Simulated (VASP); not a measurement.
These are PBE GGA, VASP's PBE PAW potentials (set 64) (plane waves; VASP) values and carry that method's errors.

VASP ran on this input.

POSCAR:
```
LiF(100) slab
1
    2.8687572104    -0.0000000000    -0.0000000000
   -0.0000000000     2.8687572104     0.0000000000
    0.0000000000     0.0000000000    27.2717370724
Li F
6 6
Direct
  0.0000000000   0.5000000000   0.3140460000
  0.5000000000   0.0000000000   0.3884270000
  0.0000000000   0.5000000000   0.4628090000
  0.5000000000   0.0000000000   0.5371910000
  0.0000000000   0.5000000000   0.6115730000
  0.5000000000   0.0000000000   0.6859540000
  0.0000000000   0.5000000000   0.3884270000
  0.5000000000   0.0000000000   0.3140460000
  0.0000000000   0.5000000000   0.5371910000
  0.5000000000   0.0000000000   0.4628090000
  0.0000000000   0.5000000000   0.6859540000
  0.5000000000   0.0000000000   0.6115730000
```

**KPOINTS**
```
Automatic mesh
0
G
  7 7 1
0 0 0
```

**INCAR**
```
IBRION  =  2   # conjugate gradients
ISIF  =  2
NELMIN  =  4
ENCUT  =  450   # plane-wave cut-off (eV)
NSW  =  50
IDIPOL  =  3
LWAVE  =  T
PREC  =  Normal
LCHARG  =  F
ALGO  =  Normal
SYSTEM  =  LiF(100) slab
SIGMA  =  0.05
LREAL  =  F
EDIFF  =  1E-5   # SCF stop (eV)
EDIFFG  =  -0.03   # ionic stop
ISMEAR  =  0   # Gaussian
LDIPOL  =  T
LASPH  =  T
GGA  =  PE   # PBE
DIPOL  =  0.5 0.5 0.5
NELM  =  100
```

POTCAR, in this order: Li_sv F (PBE.64 set). Program: vasp_std.

Output

**OSZICAR**
```
...
DAV:   3    -0.504871775819E+02   -0.61809E+02   -0.61592E+02   945   0.136E+02
DAV:   4    -0.601506745630E+02   -0.96635E+01   -0.96043E+01  1472   0.397E+01
DAV:   5    -0.616864801733E+02   -0.15358E+01   -0.15348E+01  1088   0.131E+01    0.116E+01
DAV:   6    -0.579503137398E+02    0.37362E+01   -0.16898E+01   968   0.228E+01    0.372E+00
DAV:   7    -0.578940491176E+02    0.56265E-01   -0.13338E+00  1136   0.459E+00    0.255E+00
DAV:   8    -0.577321538722E+02    0.16190E+00   -0.31950E-01   992   0.385E+00    0.700E-01
DAV:   9    -0.576553784112E+02    0.76775E-01   -0.12559E-01  1008   0.191E+00    0.291E-01
DAV:  10    -0.576096100379E+02    0.45768E-01   -0.42115E-02  1011   0.184E+00    0.139E-01
DAV:  11    -0.576024259424E+02    0.71841E-02   -0.19373E-02  1000   0.114E+00    0.102E-01
DAV:  12    -0.576012995930E+02    0.11263E-02   -0.33379E-03  1048   0.456E-01    0.787E-02
DAV:  13    -0.576023931684E+02   -0.10936E-02   -0.15896E-03   934   0.346E-01    0.391E-02
DAV:  14    -0.576031539852E+02   -0.76082E-03   -0.67528E-04  1026   0.149E-01    0.278E-02
DAV:  15    -0.576044979731E+02   -0.13440E-02   -0.19953E-04   786   0.103E-01    0.139E-02
DAV:  16    -0.576052693075E+02   -0.77133E-03   -0.14443E-04   702   0.993E-02    0.131E-02
DAV:  17    -0.576054282148E+02   -0.15891E-03   -0.57691E-05   762   0.685E-02    0.816E-03
DAV:  18    -0.576054954577E+02   -0.67243E-04   -0.11657E-05   634   0.328E-02    0.709E-03
DAV:  19    -0.576055485700E+02   -0.53112E-04   -0.13813E-05   695   0.264E-02    0.349E-03
DAV:  20    -0.576055917156E+02   -0.43146E-04   -0.41832E-06   606   0.146E-02    0.344E-03
DAV:  21    -0.576056302618E+02   -0.38546E-04   -0.29166E-06   562   0.129E-02    0.204E-03
DAV:  22    -0.576056408368E+02   -0.10575E-04   -0.10213E-06   622   0.810E-03    0.112E-03
DAV:  23    -0.576056460982E+02   -0.52614E-05   -0.50194E-07   547   0.665E-03
   1 F= -.57605646E+02 E0= -.57605646E+02  d E =-.576056E+02
       N       E                     dE             d eps       ncg     rms          rms(c)
DAV:   1    -0.576143072193E+02   -0.86664E-02   -0.49271E+00   755   0.133E+01    0.180E-01
DAV:   2    -0.576201885982E+02   -0.58814E-02   -0.66210E-02   900   0.137E+00    0.109E-01
DAV:   3    -0.576199335220E+02    0.25508E-03   -0.24558E-03  1264   0.285E-01    0.727E-02
DAV:   4    -0.576193226392E+02    0.61088E-03   -0.76715E-04   904   0.373E-01    0.219E-02
DAV:   5    -0.576192491256E+02    0.73514E-04   -0.51347E-04   848   0.200E-01    0.202E-02
DAV:   6    -0.576192666014E+02   -0.17476E-04   -0.10875E-04  1016   0.596E-02    0.104E-02
DAV:   7    -0.576192684248E+02   -0.18234E-05   -0.29567E-05   728   0.886E-02
   2 F= -.57619268E+02 E0= -.57619268E+02  d E =-.136223E-01
       N       E                     dE             d eps       ncg     rms          rms(c)
DAV:   1    -0.576160594693E+02    0.32071E-02   -0.86908E+00   750   0.173E+01    0.236E-01
DAV:   2    -0.576262727557E+02   -0.10213E-01   -0.11474E-01   896   0.177E+00    0.148E-01
DAV:   3    -0.576258287339E+02    0.44402E-03   -0.42906E-03  1256   0.357E-01    0.993E-02
DAV:   4    -0.576247393488E+02    0.10894E-02   -0.14367E-03   904   0.477E-01    0.300E-02
DAV:   5    -0.576246150992E+02    0.12425E-03   -0.86301E-04   872   0.253E-01    0.247E-02
DAV:   6    -0.576246451868E+02   -0.30088E-04   -0.18881E-04  1032   0.792E-02    0.130E-02
DAV:   7    -0.576246430651E+02    0.21217E-05   -0.56544E-05   776   0.120E-01
   3 F= -.57624643E+02 E0= -.57624643E+02  d E =-.189970E-01
       N       E                     dE             d eps       ncg     rms          rms(c)
DAV:   1    -0.576247996197E+02   -0.15443E-03   -0.40578E-02   857   0.119E+00    0.226E-02
DAV:   2    -0.576248902600E+02   -0.90640E-04   -0.72866E-04   923   0.148E-01    0.135E-02
DAV:   3    -0.576249000417E+02   -0.97816E-05   -0.24798E-05   839   0.367E-02    0.769E-03
DAV:   4    -0.576249191157E+02   -0.19074E-04   -0.89037E-06   645   0.337E-02    0.321E-03
DAV:   5    -0.576249335785E+02   -0.14463E-04   -0.52126E-06   661   0.237E-02    0.177E-03
DAV:   6    -0.576249433074E+02   -0.97289E-05   -0.19093E-06   609   0.130E-02
   4 F= -.57624943E+02 E0= -.57624943E+02  d E =-.192972E-01
       N       E                     dE             d eps       ncg     rms          rms(c)
DAV:   1    -0.576224897013E+02    0.24439E-02   -0.15898E+00   740   0.739E+00    0.103E-01
DAV:   2    -0.576243081898E+02   -0.18185E-02   -0.20359E-02   898   0.738E-01    0.583E-02
DAV:   3    -0.576242175389E+02    0.90651E-04   -0.71260E-04  1206   0.146E-01    0.391E-02
DAV:   4    -0.576240389909E+02    0.17855E-03   -0.16420E-04   865   0.154E-01    0.157E-02
DAV:   5    -0.576239712694E+02    0.67721E-04   -0.13790E-04   912   0.119E-01    0.877E-03
DAV:   6    -0.576239662518E+02    0.50176E-05   -0.35204E-05   745   0.458E-02
   5 F= -.57623966E+02 E0= -.57623966E+02  d E =-.183202E-01
       N       E                     dE             d eps       ncg     rms          rms(c)
DAV:   1    -0.576238260352E+02    0.14523E-03   -0.11441E+00   740   0.618E+00    0.879E-02
DAV:   2    -0.576251765081E+02   -0.13505E-02   -0.14753E-02   905   0.625E-01    0.531E-02
DAV:   3    -0.576251199532E+02    0.56555E-04   -0.47298E-04  1145   0.122E-01    0.349E-02
DAV:   4    -0.576249944300E+02    0.12552E-03   -0.14638E-04   850   0.141E-01    0.117E-02
DAV:   5    -0.576249602618E+02    0.34168E-04   -0.90096E-05   857   0.827E-02    0.803E-03
DAV:   6    -0.576249580861E+02    0.21757E-05   -0.13777E-05   654   0.272E-02
   6 F= -.57624958E+02 E0= -.57624958E+02  d E =-.193120E-01
       N       E                     dE             d eps       ncg     rms          rms(c)
DAV:   1    -0.576249418773E+02    0.18384E-04   -0.89969E-03   780   0.552E-01    0.658E-03
DAV:   2    -0.576249526632E+02   -0.10786E-04   -0.11425E-04   896   0.623E-02    0.487E-03
DAV:   3    -0.576249525358E+02    0.12740E-06   -0.43013E-06   640   0.161E-02    0.373E-03
DAV:   4    -0.576249552170E+02   -0.26811E-05   -0.59321E-06   568   0.353E-02
   7 F= -.57624955E+02 E0= -.57624955E+02  d E =-.193091E-01
       N       E                     dE             d eps       ncg     rms          rms(c)
DAV:   1    -0.576253617817E+02   -0.40925E-03   -0.23987E-01   740   0.292E+00    0.377E-02
DAV:   2    -0.576256076093E+02   -0.24583E-03   -0.27093E-03   831   0.310E-01    0.196E-02
DAV:   3    -0.576256141679E+02   -0.65586E-05   -0.19197E-04  1176   0.761E-02    0.124E-02
DAV:   4    -0.576256050833E+02    0.90846E-05   -0.10845E-05   640   0.587E-02
   8 F= -.57625605E+02 E0= -.57625605E+02  d E =-.649866E-03
       N       E                     dE             d eps       ncg     rms          rms(c)
DAV:   1    -0.576254963564E+02    0.11781E-03   -0.30806E-01   745   0.338E+00    0.436E-02
DAV:   2    -0.576258011642E+02   -0.30481E-03   -0.35976E-03   848   0.386E-01    0.232E-02
DAV:   3    -0.576258025504E+02   -0.13862E-05   -0.28465E-04  1208   0.961E-02    0.147E-02
DAV:   4    -0.576257792822E+02    0.23268E-04   -0.31071E-05   838   0.785E-02    0.718E-03
DAV:   5    -0.576257613136E+02    0.17969E-04   -0.30801E-05   772   0.963E-02    0.400E-03
DAV:   6    -0.576257595311E+02    0.17825E-05   -0.30823E-05   749   0.629E-02
   9 F= -.57625760E+02 E0= -.57625760E+02  d E =-.804314E-03
       N       E                     dE             d eps       ncg     rms          rms(c)
DAV:   1    -0.576257597858E+02    0.15278E-05   -0.14001E-02   750   0.698E-01    0.108E-02
DAV:   2    -0.576257762633E+02   -0.16477E-04   -0.17331E-04   916   0.759E-02    0.561E-03
DAV:   3    -0.576257767601E+02   -0.49686E-06   -0.66655E-06   665   0.153E-02    0.326E-03
DAV:   4    -0.576257770994E+02   -0.33927E-06   -0.20039E-06   619   0.125E-02
  10 F= -.57625777E+02 E0= -.57625777E+02  d E =-.821882E-03
```

### OUTCAR
```
------------------------ aborting loop because EDIFF is reached ----------------------------------------
  FORCE on cell =-STRESS in cart. coord.  units (eV):
  Direction    XX          YY          ZZ          XY          YZ          ZX
  --------------------------------------------------------------------------------------
  Total       -3.4062000     -3.4062000     -2.1287196      0.0000000      0.0000000      0.0000000
  in kB      -24.3153392    -24.3153392    -15.1959780      0.0000000      0.0000000      0.0000000
  external PRESSURE =     -21.2755522 kB  Pullay stress =       0.0000000 kB
  volume of cell :      224.44
      direct lattice vectors                 reciprocal lattice vectors
     2.868757210  0.000000000  0.000000000     0.348583002  0.000000000  0.000000000
     0.000000000  2.868757210  0.000000000     0.000000000  0.348583002  0.000000000
     0.000000000  0.000000000 27.271737072     0.000000000  0.000000000  0.036667998
 POSITION                                       TOTAL-FORCE (eV/Angst)
 -----------------------------------------------------------------------------------
      0.00000      1.43438      8.59800         0.000000     -0.000000     -0.000446
      1.43438      0.00000     10.58306         0.000000     -0.000000     -0.012196
      0.00000      1.43438     12.62144         0.000000      0.000000      0.009548
      1.43438      0.00000     14.65030         0.000000      0.000000     -0.009548
      0.00000      1.43438     16.68867         0.000000      0.000000      0.012196
      1.43438      0.00000     18.67374        -0.000000      0.000000      0.000446
      0.00000      1.43438     10.59454         0.000000      0.000000     -0.028858
      1.43438      0.00000      8.53103        -0.000000      0.000000      0.010783
      0.00000      1.43438     14.65026        -0.000000     -0.000000      0.012800
      1.43438      0.00000     12.62148         0.000000      0.000000     -0.012800
      0.00000      1.43438     18.74071         0.000000      0.000000     -0.010783
      1.43438      0.00000     16.67720         0.000000      0.000000      0.028858
 -----------------------------------------------------------------------------------
    total drift:                                0.000000      0.000000     -0.000000
  FREE ENERGIE OF THE ION-ELECTRON SYSTEM (eV)
  ---------------------------------------------------
  free  energy   TOTEN  =       -57.6257770994 eV

  energy  without entropy=      -57.6257770994  energy(sigma->0) =      -57.62577710

 reached required accuracy - stopping structural energy minimisation
```
(Selected blocks of OUTCAR.)

File CONTCAR:
```
LiF(100) slab
   1.00000000000000
     2.8687572104000001    0.0000000000000000    0.0000000000000000
     0.0000000000000000    2.8687572104000001    0.0000000000000000
     0.0000000000000000    0.0000000000000000   27.2717370724000006
  Li              F
     6     6
Direct
     0.0000000000000000    0.5000000000000000    0.3152714483520625
     0.5000000000000000    0.0000000000000000    0.3880597914375692
     0.0000000000000000    0.5000000000000000    0.4628028540397559
     0.5000000000000000    0.0000000000000000    0.5371971459602441
     0.0000000000000000    0.5000000000000000    0.6119402085624308
     0.5000000000000000    0.0000000000000000    0.6847285516479374
     0.0000000000000000    0.5000000000000000    0.3884806014001573
     0.5000000000000000    0.0000000000000000    0.3128156703641816
     0.0000000000000000    0.5000000000000000    0.5371956228471136
     0.5000000000000000    0.0000000000000000    0.4628043771528863
     0.0000000000000000    0.5000000000000000    0.6871843296358185
     0.5000000000000000    0.0000000000000000    0.6115193985998427
```

At this cut-off the stress carries a Pulay error, which pulls relaxed volumes low.

The cell is a thin slab with vacuum, built from LiF (rock salt): (100) face.
